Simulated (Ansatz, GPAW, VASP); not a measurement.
## SiC (F-43m, 2 atoms in the cell) computed with different codes at matched settings

Self-consistent single point, at a second geometry (lattice scaled by 0.98). First geometry:

```xyz
2
Lattice="0.0000 2.1800 2.1800 2.1800 0.0000 2.1800 2.1800 2.1800 0.0000" Properties=species:S:1:pos:R:3 pbc="T T T"
Si     0.0000     0.0000     0.0000
C      1.0900     1.0900     1.0900
```

Shared settings, as Ansatz (a first-principles code) writes them: kpoints.mp_grid.grid = 10 10 10; scf.occupations.method = fermi_dirac; scf.occupations.width = 0.02 eV. Potentials and cutoffs stand in the table.

| code | model | ΔF from the first geometry (meV/atom) | gap on the mesh (eV) | cutoff |
|---|---|---|---|---|
| Ansatz | PBE, default PAW files | 38.9 | 1.301 | default |
| VASP | PBE, VASP's PBE PAW potentials (set 64) | – | 1.299 | 400 eV |
| GPAW | PBE, GPAW PAW datasets PBE (gpaw-data 1.0.1) | 45.2 | 1.292 | 900 eV |

A dash marks a value that a program does not give, or that is left out as unsure.

Gaps are read on the mesh.

The spread over the programs that give each value: ΔF from the first geometry within 6.3 meV/atom; gap on the mesh within 0.009 eV.

The starting cell has typed, rounded lattice constants, without a prior relaxation at this level. For this run, on top of that: lattice scaled by 0.98.

Left out of this page: Quantum ESPRESSO, ABINIT, CP2K, Elk, FLEUR and SIESTA (not drawn, or without a comparable value).

Keys are those of Ansatz 0.2.
